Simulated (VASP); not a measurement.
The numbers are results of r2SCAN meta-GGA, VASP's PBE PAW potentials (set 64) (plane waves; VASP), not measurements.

VASP input:

File KPOINTS:
```
Automatic mesh
0
Gamma
6 6 4
0 0 0
```

### POSCAR
```
Te
1.0
  2.3054474523  -3.9931517906   0.0000000000
  2.3054474523   3.9931517906   0.0000000000
  0.0000000000   0.0000000000   5.9143788170
Te
3
Cartesian
  0.5866133757   1.0160440869   3.9429211828
  3.4376681532  -0.0000000000   0.0000000000
  0.5866133757  -1.0160440869   1.9714576342
```

### INCAR
```
LWAVE  =  .FALSE.
ALGO  =  Normal   ! blocked Davidson
EDIFF  =  1E-7   ! SCF stop (eV)
LEFG  =  .TRUE.
ISMEAR  =  -5   ! tetrahedra, Bloechl
LMAXMIX  =  4   ! l cut-off of mixed one-centre charges
LASPH  =  .TRUE.
LCHARG  =  .FALSE.
SYSTEM  =  Te
ENCUT  =  400   ! plane-wave cut-off (eV)
ISIF  =  2   ! forces and stress, cell fixed
NELM  =  100   ! most electronic steps
PREC  =  Accurate
NEDOS  =  601   ! DOS grid
LREAL  =  .FALSE.
METAGGA  =  R2SCAN
LORBIT  =  11   ! lm-projected
LMIXTAU  =  .TRUE.
```

### KPOINTS_OPT
```
k-points along high-symmetry lines
6
Line-mode
Reciprocal
  0.000000   0.000000   0.000000 ! GAMMA
  0.500000   0.000000   0.000000 ! M

  0.500000   0.000000   0.000000 ! M
  0.333333   0.333333   0.000000 ! K

  0.333333   0.333333   0.000000 ! K
  0.000000   0.000000   0.000000 ! GAMMA

  0.000000   0.000000   0.000000 ! GAMMA
  0.000000   0.000000   0.500000 ! A

  0.000000   0.000000   0.500000 ! A
  0.500000   0.000000   0.500000 ! L

  0.500000   0.000000   0.500000 ! L
  0.333333   0.333333   0.500000 ! H

  0.333333   0.333333   0.500000 ! H
  0.000000   0.000000   0.500000 ! A

  0.500000   0.000000   0.500000 ! L
  0.500000   0.000000   0.000000 ! M

  0.333333   0.333333   0.500000 ! H
  0.333333   0.333333   0.000000 ! K
```

POTCAR, in this order: Te (PBE.64 set). Program: vasp_std.

Output

### OUTCAR
```
 ion  position               nearest neighbor table
   1  0.000  0.254  0.667-   2 2.83   3 2.83   2 3.61   2 3.61   3 3.61   3 3.61
   2  0.746  0.746  0.000-   3 2.83   1 2.83   1 3.61   3 3.61   3 3.61   1 3.61
   3  0.254  0.000  0.333-   2 2.83   1 2.83   2 3.61   2 3.61   1 3.61   1 3.61
  LATTYP: Found a hexagonal cell.
 ALAT       =     4.6108946180
 C/A-ratio  =     1.2826965930
 Subroutine PRICEL returns:
 Original cell was already a primitive cell.
 Subroutine GETGRP returns: Found  6 space group operations
The static configuration has the point symmetry C_2 .
 The point group associated with its full space group is D_3 .
The dynamic configuration has the point symmetry C_2 .
 Subroutine INISYM returns: Found  6 space group operations
 Subroutine IBZKPT returns following result:
 Found     24 irreducible k-points:

 Following reciprocal coordinates:
            Coordinates               Weight
  0.000000  0.000000  0.000000      1.000000
  0.166667  0.000000  0.000000      6.000000
  0.333333  0.000000  0.000000      6.000000
  0.500000 -0.000000  0.000000      3.000000
  0.166667  0.166667  0.000000      6.000000
  0.333333  0.166667  0.000000     12.000000
  0.333333  0.333333  0.000000      2.000000
  0.000000  0.000000  0.250000      2.000000
  0.166667  0.000000  0.250000      6.000000
  0.000000  0.166667  0.250000      6.000000
  0.333333  0.000000  0.250000      6.000000
  0.000000  0.333333  0.250000      6.000000
  0.500000 -0.000000  0.250000      6.000000
  0.166667  0.166667  0.250000     12.000000
  0.333333  0.166667  0.250000     12.000000
 -0.166667  0.500000  0.250000     12.000000
  0.333333  0.333333  0.250000      4.000000
  0.000000  0.000000  0.500000      1.000000
  0.166667  0.000000  0.500000      6.000000
  0.333333  0.000000  0.500000      6.000000
  0.500000 -0.000000  0.500000      3.000000
  0.166667  0.166667  0.500000      6.000000
  0.333333  0.166667  0.500000     12.000000
  0.333333  0.333333  0.500000      2.000000
   k-points           NKPTS =     24   k-points in BZ     NKDIM =     24   number of bands    NBANDS=     13
   number of dos      NEDOS =    601   number of ions     NIONS =      3
   total plane-waves  NPLWV =  36000
   dimension x,y,z NGX =    30 NGY =   30 NGZ =   40
   dimension x,y,z NGXF=    60 NGYF=   60 NGZF=   80
   ions per type =               3
   PREC   = accura    normal or accurate (medium, high low for compatibility)
   ISTART =      0    job   : 0-new  1-cont  2-samecut
   ICHARG =      2    charge: 1-file 2-atom 10-const
   ISPIN  =      1    spin polarized calculation?
   LNONCOLLINEAR =      F non collinear calculations
   LSORBIT =      F    spin-orbit coupling
   INIWAV =      1    electr: 0-lowe 1-rand  2-diag
   ENCUT  =  400.0 eV  29.40 Ry    5.42 a.u.   7.52  7.52  9.64*2*pi/ulx,y,z
   NELM   =    100;   NELMIN=  2; NELMDL= -5     # of ELM steps
   EDIFF  = 0.1E-06   stopping-criterion for ELM
   LREAL  =      F    real-space projection
   NLSPLINE    = F    spline interpolate recip. space projectors
   LMAXMIX     =    4 max onsite mixed and CHGCAR
   VOSKOWN=      0    Vosko Wilk Nusair interpolation
   EDIFFG = 0.1E-05   stopping-criterion for IOM
   NSW    =      0    number of steps for IOM
   NBLOCK =      1;   KBLOCK =      1    inner block; outer block
   IBRION =     -1    ionic relax: 0-MD 1-quasi-New 2-CG
   NFREE  =      0    steps in history (QN), initial steepest desc. (CG)
   ISIF   =      2    stress and relaxation
   ISYM   =      2    0-nonsym 1-usesym 2-fastsym
   TEIN   =    0.0    initial temperature
   TEBEG  =    0.0;   TEEND  =   0.0 temperature during run
   SMASS  =  -3.00    Nose mass-parameter (am)
   PSTRESS=    0.0 pullay stress
   NELECT =      18.0000    total number of electrons
...
```

OSZICAR:
```
       N       E                     dE             d eps       ncg     rms          rms(c)
DAV:   1    -0.491183097302E+00   -0.49118E+00   -0.57856E+03   624   0.911E+02
DAV:   2    -0.747448799611E+02   -0.74254E+02   -0.71588E+02   857   0.147E+02
DAV:   3    -0.792506566332E+02   -0.45058E+01   -0.44765E+01   754   0.411E+01
DAV:   4    -0.793198919366E+02   -0.69235E-01   -0.69210E-01   781   0.637E+00
DAV:   5    -0.793212298444E+02   -0.13379E-02   -0.13379E-02   762   0.842E-01    0.954E+00
DAV:   6    -0.771090757109E+02    0.22122E+01   -0.24313E-01   624   0.464E+00    0.718E+00
DAV:   7    -0.748854673718E+02    0.22236E+01   -0.12858E+00   629   0.701E+00    0.476E+00
DAV:   8    -0.761863155102E+02   -0.13008E+01   -0.62630E-01   634   0.602E+00    0.547E-01
DAV:   9    -0.760919222135E+02    0.94393E-01   -0.97131E-02   624   0.270E+00    0.193E-01
DAV:  10    -0.762396308086E+02   -0.14771E+00   -0.40182E-02   624   0.165E+00    0.278E-01
DAV:  11    -0.762394005325E+02    0.23028E-03   -0.34377E-04   749   0.158E-01    0.270E-01
DAV:  12    -0.762401674791E+02   -0.76695E-03   -0.14865E-03   624   0.400E-01    0.468E-01
DAV:  13    -0.762417944446E+02   -0.16270E-02   -0.26290E-03   624   0.435E-01    0.265E-01
DAV:  14    -0.762416892335E+02    0.10521E-03   -0.16541E-04   654   0.118E-01    0.221E-01
DAV:  15    -0.762415883195E+02    0.10091E-03   -0.13302E-04   624   0.743E-02    0.128E-01
DAV:  16    -0.762416565952E+02   -0.68276E-04   -0.84369E-04   624   0.251E-01    0.374E-02
DAV:  17    -0.762418987842E+02   -0.24219E-03   -0.14654E-04   624   0.115E-01    0.383E-02
DAV:  18    -0.762418859293E+02    0.12855E-04   -0.58396E-06   664   0.224E-02    0.390E-02
DAV:  19    -0.762419045423E+02   -0.18613E-04   -0.13819E-05   624   0.362E-02    0.400E-02
DAV:  20    -0.762419104801E+02   -0.59378E-05   -0.14456E-05   624   0.274E-02    0.192E-02
DAV:  21    -0.762419114635E+02   -0.98339E-06   -0.73845E-07   644   0.809E-03    0.186E-02
DAV:  22    -0.762419123156E+02   -0.85212E-06   -0.86547E-07   659   0.762E-03    0.115E-02
DAV:  23    -0.762419137480E+02   -0.14323E-05   -0.51355E-07   624   0.549E-03    0.370E-03
DAV:  24    -0.762419141678E+02   -0.41980E-06   -0.19305E-07   347   0.371E-03    0.152E-03
DAV:  25    -0.762419145074E+02   -0.33963E-06   -0.40594E-08   312   0.132E-03    0.486E-04
DAV:  26    -0.762419146142E+02   -0.10687E-06   -0.97208E-09   312   0.705E-04    0.189E-04
DAV:  27    -0.762419146235E+02   -0.92674E-08   -0.21147E-09   312   0.373E-04
   1 F= -.76241915E+02 E0= -.76241915E+02  d E =0.000000E+00
       N       E                     dE             ncg
       N       E                     dE             ncg
       N       E                     dE             ncg
```

File OUTCAR:
```
------------------------ aborting loop because EDIFF is reached ----------------------------------------
  FORCE on cell =-STRESS in cart. coord.  units (eV):
  Direction    XX          YY          ZZ          XY          YZ          ZX
  --------------------------------------------------------------------------------------
  Total       -0.0011362     -0.0011362     -0.0304290      0.0000000      0.0000000     -0.0000000
  in kB       -0.0167168     -0.0167168     -0.4477012      0.0000000      0.0000000     -0.0000000
  external PRESSURE =      -0.1603782 kB  Pullay stress =       0.0000000 kB
  volume of cell :      108.90
      direct lattice vectors                 reciprocal lattice vectors
     2.305447452 -3.993151791  0.000000000     0.216877639 -0.125214374  0.000000000
     2.305447452  3.993151791  0.000000000     0.216877639  0.125214374  0.000000000
     0.000000000  0.000000000  5.914378817     0.000000000  0.000000000  0.169079464
 POSITION                                       TOTAL-FORCE (eV/Angst)
 -----------------------------------------------------------------------------------
      0.58661      1.01604      3.94292         0.003292      0.005702     -0.000000
      3.43767      0.00000      0.00000        -0.006584      0.000000     -0.000000
      0.58661     -1.01604      1.97146         0.003292     -0.005702      0.000000
 -----------------------------------------------------------------------------------
    total drift:                               -0.000166     -0.000396      0.000012
  FREE ENERGIE OF THE ION-ELECTRON SYSTEM (eV)
  ---------------------------------------------------
  free  energy   TOTEN  =       -76.2419146235 eV

  energy  without entropy=      -76.2419146235  energy(sigma->0) =      -76.24191462

 total charge

# of ion       s       p       d       tot
------------------------------------------
    1        1.432   1.849   0.041   3.322
    2        1.432   1.849   0.041   3.322
    3        1.432   1.849   0.041   3.322
--------------------------------------------------
tot          4.295   5.548   0.122   9.965

 Electric field gradients after diagonalization (V/A^2)
 (convention: |V_zz| > |V_xx| > |V_yy|)
----------------------------------------------------------------------
 ion       V_xx      V_yy      V_zz     asymmetry (V_yy - V_xx)/ V_zz
----------------------------------------------------------------------
   1     421.282   218.842  -640.124       0.316
   2     421.282   218.842  -640.123       0.316
   3     421.282   218.842  -640.124       0.316
```
(Selected blocks of OUTCAR.)

The path is coarsely sampled, so an indirect gap can come out somewhat too large.

The compound is Te in the trig structure. It was relaxed first, which changed the volume by +7 %.
